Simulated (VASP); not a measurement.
Given:

```
C
1.0
    1.20921    -2.09442     0.00000
    1.20921     2.09442     0.00000
    0.00000     0.00000     6.59660
C
4
Direct
  0.00000   0.00000   0.25000
  0.00000   0.00000   0.75000
  0.33333   0.66667   0.25000
  0.66667   0.33333   0.75000
```

These are PBE GGA, VASP's PBE PAW potentials (set 64) (plane waves; VASP) values and carry that method's errors. Settings: 400 eV cut-off, 15×15×5 Γ-centred mesh, Gaussian smearing of 0.10 eV, potentials C.

At this cut-off the stress carries a Pulay error, which pulls relaxed volumes low.

Question: Give the stress tensor in GPa (positive for a compressed cell).

Answer: 
```
25.27   0.00   0.00
 0.00  25.27   0.00
 0.00   0.00   1.61
```
The pressure is its mean diagonal, 17.39 GPa.

The structure is a typed C crystal (P6_3/mmc). The cell was not relaxed at this level.
